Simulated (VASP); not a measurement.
Runs of VASP 6.6.1 on ZrB4C. It takes space group F-43m (No. 216, cubic). The conventional cell has a = 5.963 Å, b = 5.963 Å, c = 5.963 Å, α = 90.00°, β = 90.00°, γ = 90.00°. Zr (site symmetry -43m) is surrounded by 12 B at 2.50 Å and 4 C at 2.58 Å. B (site symmetry 3m) is surrounded by 3 B at 1.85 Å. C (site symmetry -43m) is surrounded by 12 B at 2.45 Å and 4 Zr at 2.58 Å. The cell was built by a generator and needn't be a form met in nature.

```tsv
task	level	potentials or basis	spin	U	fixed moment (μB)	cell	cutoff (eV)	smearing	LDAUTYPE	hund's J	gap on the mesh (eV)	pressure (GPa)	largest force (eV/Å)
single point	r2SCAN+rVV10	VASP PAW PBE potentials, release 54 (Zr_sv, B, C)	off	-	-	as given	520	tetrahedron	-	-	none	-0.2	-
single point	PBE+D2	VASP PAW PBE potentials, release 64 (Zr_sv, B_h, C_h)	collinear, random start	-	1	as given	900	gaussian 0.1 eV	-	-	-	-6.5	(b)
relaxation of the atoms	PBEsol+D3+U	VASP PAW PBE potentials, release 64 (Zr_sv, B, C)	off	Zr d U = 4.5 eV, J = 1.0 eV	-	atoms relaxed from: volume scaled by 1.08	500	fermi-dirac 0.05 eV	2	1	none	-11.5	-
single point	PBE	VASP PAW PBE potentials, release 64 (Zr_sv, B, C)	off	-	-	as given	520	fermi-dirac 0.05 eV	-	-	none	0.1	(a)
relaxation of cell and atoms	PBE	VASP PAW PBE potentials, release 64 (Zr_sv, B, C)	off	-	-	relaxed	600	gaussian 0.05 eV	-	-	none	0.0	-
```

Alike in all rows: k mesh 8 × 8 × 8.

Fill in the values left out.

(a) 0.05; (b) 0.01.

Caveats: the PAW data sets were made with another functional, which shifts forces and pressure a little (some runs); pairwise dispersion overbinds metals, which lowers pressure and volume (some runs); tetrahedron occupations give inexact forces and stress in metals (some runs); the cutoff is under 1.25 times the usual one of these potentials, so pressure, stress and relaxed cells hold a basis-set (Pulay) error (some runs); the total moment is fixed, so each spin has its own Fermi level (some runs); U without spin polarisation on a metal has little footing (some runs); the U is typed as a test and isn't derived for this compound (some runs).

A k mesh can miss the band edges, and the runs leave out spin-orbit coupling on Zr.

A gap of «none» marks a metal or a gap under the smearing width.
